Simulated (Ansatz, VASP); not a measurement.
# HfB2 in two plane-wave programs, part 2 of 2

One calculation is typed for both programs; each brings its own data sets. How far apart do they land? The cell is taken from a series of runs on this material, whose earlier steps may have relaxed, scaled, displaced or heated it; both programs get it as it stands.

VASP 6.6.1 and Ansatz 0.2.0.

So far: Set-up; VASP: zone-centre phonons, PBEsol.

### Step 3. Ansatz: zone-centre phonons, PBEsol

Level of this step: Ansatz beside VASP: Kohn-Sham DFT, plane waves, PBEsol (Ansatz).

Ansatz runs on its PAW soft_1 files.

The same cell, functional, mesh and smearing now go to Ansatz, which takes its cutoff from its data sets.

The input, input.yaml:

```yaml
crystal:
  lattice:
    - [3.1331843022, 0.0, 0.0]
    - [-1.5665921511, 2.7134172004, 0.0]
    - [0.0, 0.0, 3.4127270312]
  atoms:
    - { symbol: B, position: [0.3333333332, 0.6666666668, 0.5] }
    - { symbol: B, position: [0.6666666668, 0.3333333332, 0.5] }
    - { symbol: Hf, position: [0.0, 0.0, 0.0] }
kpoints:
  mp_grid: { grid: [15, 15, 12] }
hamiltonian:
  xc: pbesol
  pseudopotentials: { kind: paw, azcp: { folder: soft_1 }, xc_functional: pbe }
scf:
  occupations: { method: methfessel_paxton, width: 0.2 }
output:
  eigenvalues: true
phonons:
  method: dfpt
```

Launch:

```console
$ ansatz run input.yaml --threads 4 --pin off --max-ram 10240MiB --backend cpu --events-out ev --progress --plain --runs-dir out
```

Numbers of over 12 decimals in the logs are rounded to 6 here.

Log:

```text
zone centre: on kpoints.mp_grid the ground state, and the responses unless they are solved on pairs of k-points, stand on 448 of the mesh's 2700 k-points, reduced under 4 symmetry operations, with k and −k counted as one. Each operation leaves every solved displacement unchanged or reverses it
Engine: ansatz 0.2.0, aarch64-unknown-linux-gnu
Pseudopotentials: kind: paw
Pseudopotential: B, paw, valence charge 3, recommended cutoff 420 eV (normal), soft_1/B.paw.azcp
Pseudopotential: Hf, paw, valence charge 26, recommended cutoff 420 eV (normal), soft_1/Hf.paw.azcp
Functional definition: PBEsol
  exchange = pbesol_x
  correlation = pbesol_c
Crystal: 3 atoms, lattice volume = 29.014 Å³
Basis set: ecut = 420 eV, 563 PW (Γ), exchange–correlation on 48×48×48 points (8 copies of the dense FFT grid, shifted against one another)
Bands: 20, of which v1, the nominal top of the filled ones, is band 16 counted from 1 (15 counted from 0)
Symmetry: 24 space group operations
k-points: 448 of 2700 (irreducible under 4 space group operations, time reversal used)
Non-local potential: B, projectors of the file, l = 0: 2, l = 1: 2, l = 2: 1
Non-local potential: Hf, projectors of the file, l = 0: 3, l = 1: 2, l = 2: 2, l = 3: 3
PAW form: soft (Blöchl's): semilocal exchange-correlation on the pseudo side does not see the compensation charge
PAW frozen core: B, regenerated for the run's functional, and the local potential with it (the file was generated under x = pbe(κ = 0.804, μ = 0.219515), c = pbe(β = 0.066725))
PAW frozen core: Hf, regenerated for the run's functional, and the local potential with it (the file was generated under x = pbe(κ = 0.804, μ = 0.219515), c = pbe(β = 0.066725))
PAW one-centre angular grid: B, 110 points (default); XC on 64 Gauss nodes
PAW one-centre angular grid: Hf, 590 points (default); XC on 64 Gauss nodes
Initial density: superposition of atomic densities (chi_scale 0.1, normalization cell, long waves kept (reshape's long-wave potential 0.00 eV rms))
Initial wavefunctions: pseudopotential atomic-orbital guess
Functional: x = pbesol(κ = 0.804, μ = 0.123457), c = pbesol(β = 0.046)
SCF iter   1: F=—  HF=-15907.961082 eV  |F-HF|=—  |Δ(HF+E_count)|=         —  Δρ=6.46e-2  dr2=1.87e0  ethr=3.10e-3  ⟨swp⟩=4.0  Hψ=34948  notcnv=0
preconditioner: auto → none  [metal: Δε(μ)=0.037 eV  Ē_g=16.675 eV  σ=0.200 eV  W_gap=0.16  n_scr=8 (ndim 8)  ℏωp=37.8 eV  f_vac=0.000  D(μ)=0.25/eV (n_scr^D=0)  sad-step TF]
SCF iter   2: F=—  HF=-15907.563780 eV  |F-HF|=—  |Δ(HF+E_count)|=   3.97e-1  S|Δr|=    0.00e0  Δρ=3.42e-2  dr2=5.41e-1  ethr=3.10e-3  ⟨swp⟩=3.0  Hψ=19086  notcnv=0
SCF iter   3: F=—  HF=-15907.437230 eV  |F-HF|=—  |Δ(HF+E_count)|=   1.27e-1  S|Δr|=    0.00e0  Δρ=1.13e-2  dr2=2.54e-2  ethr=1.69e-3  ⟨swp⟩=2.1  Hψ=18686  notcnv=0
SCF iter   4: F=—  HF=-15907.376364 eV  |F-HF|=—  |Δ(HF+E_count)|=   6.09e-2  S|Δr|=    0.00e0  Δρ=2.91e-3  dr2=1.20e-3  ethr=7.94e-5  ⟨swp⟩=2.2  Hψ=17538  notcnv=0
SCF iter   5: F=—  HF=-15907.379535 eV  |F-HF|=—  |Δ(HF+E_count)|=   3.17e-3  S|Δr|=    0.00e0  Δρ=7.98e-4  dr2=2.24e-4  ethr=3.74e-6  ⟨swp⟩=2.0  Hψ=16514  notcnv=0
SCF iter   6: F=—  HF=-15907.379365 eV  |F-HF|=—  |Δ(HF+E_count)|=   1.70e-4  S|Δr|=    0.00e0  Δρ=1.19e-4  dr2=7.49e-6  ethr=7.01e-7  ⟨swp⟩=2.0  Hψ=16134  notcnv=0
SCF iter   7: F=—  HF=-15907.379362 eV  |F-HF|=—  |Δ(HF+E_count)|=   3.02e-6  S|Δr|=    0.00e0  Δρ=2.84e-5  dr2=2.43e-7  ethr=2.34e-8  ⟨swp⟩=2.6  Hψ=15592  notcnv=0
SCF iter   8: F=—  HF=-15907.379364 eV  |F-HF|=—  |Δ(HF+E_count)|=   1.32e-6  S|Δr|=    0.00e0  Δρ=2.52e-6  dr2=6.69e-10  ethr=7.60e-10  ⟨swp⟩=2.6  Hψ=15644  notcnv=0
SCF iter   9: F=—  HF=-15907.379364 eV  |F-HF|=—  |Δ(HF+E_count)|=  8.73e-11  S|Δr|=    0.00e0  Δρ=2.05e-7  dr2=1.90e-11  ethr=2.09e-12  ⟨swp⟩=2.1  Hψ=16266  notcnv=0
SCF iter  10: F=-15907.379364 eV  HF=-15907.379364 eV  |F-HF|=3.64e-12  |Δ(HF+E_count)|=  1.09e-11  S|Δr|=    0.00e0  Δρ=1.65e-8  dr2=6.33e-14  ethr=1.00e-12  ⟨swp⟩=5.4  Hψ=40347  notcnv=0
the search or the solves at the SCF's close seem to have found levels that the self-consistency loop had missed (the run counts 2). By its estimate they hold under 1e-12 electrons; where the run keeps them, the occupations were computed again with them
SCF 1 converged in 10 iterations: F = -15907.379364 eV  dr2 = 6.33e-14
  greatest PAW one-centre occupation: 0.998 electrons in one spin orbital (limit 2), on the Hf atom at site 2 (counted from 0), in its partial waves of l = 0
DFPT response loops at Γ: preconditioner auto → Kerker (q_TF=auto, 2.773 Å⁻¹) (partly filled bands, converged f_vac=0.000); β = 1.00, the filter's whole step (`scf.mixing.beta` (0.50) is not read by the response loops under this deck's `scf.mixing.preconditioner`; to damp them name `kerker` or `kerker_dos`, under which they read `scf.mixing.beta`, and type it under 1.00, their step now; both keys bind the ground state too); Broyden in place of MSR1
SCF converged after 10 iterations
Stability not checked: this state was not tested for a lower state beside it, because cold or Methfessel-Paxton smearing, or corrected tetrahedra, fill the levels in a way that the test cannot read (fill_not_monotonic; see scf.lower_state_search)
Free energy (F): -15907.379364 eV
Harris-Foulkes:  -15907.379364 eV  (|F-HF|=3.64e-12)
Internal energy: -15907.379624 eV  (E = F + TS)
E sigma→0 (E₀):  -15907.379429 eV
Entropy (-TS):   0.000260 eV (0.087 meV/atom)
Fermi energy:    19.559746 eV
--- Per-component energies (eV) ---
  E_band       = 99.737486
  E_kinetic    = 513.345803
  E_local      = -6453.385480  (includes V_loc(G=0)·N_el)
  E_nonlocal   = 82.090702
  E_hartree    = 3181.769969
  E_xc         = -333.061333
  E_vxc        = -336.047682  (∫ρ·V_xc dr)
  E_paw        = -7727.674540  (= ΣΔE_a)
  E_vpaw       = -69.805892  (= ΣTr[D̂ρ^β])
  E_aug_tail   = 0.000107  (compensation charges beyond the density's cutoff)
  E_ewald      = -5171.745330
  E_core_change = 1.280478  (= ΣΔE_core)
  E_smearing   = 0.000260  (= −TS)
  E_closure    = 0.000000  (closes the sum)
  Σ components = -15907.379364   (vs F -15907.379364, Δ=0.00e0)
--- Band table (eV; the first three rows and the last of 448) ---
  k-point 0: bands = [... 12 lower, 16.4451, 16.4451, 16.4949, 16.9861, 23.5975, 23.5975, 24.4408, 24.4408]
  k-point 1: bands = [... 12 lower, 15.6436, 16.5210, 16.5210, 17.7981, 22.6882, 22.6882, 24.1792, 24.1792]
  k-point 2: bands = [... 12 lower, 14.5497, 16.7455, 16.7455, 18.8038, 21.6302, 21.6302, 23.4965, 23.4965]
  k-point 447: bands = [... 12 lower, 12.1840, 14.3895, 15.0053, 16.5355, 23.8117, 24.7001, 25.0414, 26.2913]
--- Phonons (Γ-DFPT): 4 representative perturbations + reference, on 448 of 2700 k-points (Σ response iterations 12) ---
  k mesh reduced under 4 symmetry operations, with k and −k counted as one. Each operation leaves every solved displacement unchanged or reverses it
  ASR residual: 6.550e-6 → 0.000e0 eV/Å²; symmetrization residual: 9.982e-7 eV/Å²
  ASR residual per site (eV/Å²): 6.55e-6 6.55e-6 6.47e-6
  Γ frequencies (cm⁻¹): 0.00 0.00 0.00 457.45 457.45 487.41 563.16 808.67 808.67
  non-analytic LO–TO correction: not included (Born effective charges unavailable; polar crystals: no LO–TO splitting at Γ)
```

### Step 4. Side by side

Known differences besides the potentials themselves: the data sets hold 32 valence electrons in Ansatz (on its PAW soft_1 files) and 16 in VASP; the cutoff is 420 eV in Ansatz and 500 eV in VASP; Ansatz makes its cores anew for this functional, VASP keeps those of its PBE data sets. Total energies have different zeros and are not compared.

Both answers:

```
                  quantity  Ansatz   VASP  difference
optical mode 1 to 2 (cm⁻¹)   457.4  458.9     -0.32 %
     optical mode 3 (cm⁻¹)   487.4  488.7     -0.26 %
     optical mode 4 (cm⁻¹)   563.2  564.6     -0.25 %
optical mode 5 to 6 (cm⁻¹)   808.7  813.8     -0.64 %
```

Modes are paired by rising frequency, not by their patterns, so a pair may set unlike modes beside each other; they are those without the splitting of longitudinal modes.

### Step 5. What came out

```json
{
  "r.m.s. difference of the optical zone-centre modes, each program's sorted by frequency (zone-centre phonons, PBEsol)": "3.2 cm⁻¹",
  "difference in optical mode 5 to 6 (zone-centre phonons, PBEsol)": "-0.6 %"
}
```

The r.m.s. difference of the optical zone-centre modes, each program's sorted by frequency is 3.2 cm⁻¹ (zone-centre phonons, PBEsol). The data sets hold unlike numbers of valence electrons (32 in Ansatz and 16 in VASP), so part of the differences comes from the potentials. Among the rows given in per cent, the largest difference of the zone-centre phonons, PBEsol pair is in optical mode 5 to 6, -0.6 %. How closely two codes agree says nothing of how well the functional describes the real material.

[Lines on the potential files, build, host, timing and source positions are cut from VASP's logs without a mark.]

[Logs are printed without paths, hosts, clocks, repeated set-up lines and the standing remarks that a program may print on its own settings, such as how far it seeks lower states.]

[Hosts, paths, dates, database ids (printed as entryN), source tags and the programs' standing remarks are cut or masked in the printed files.]
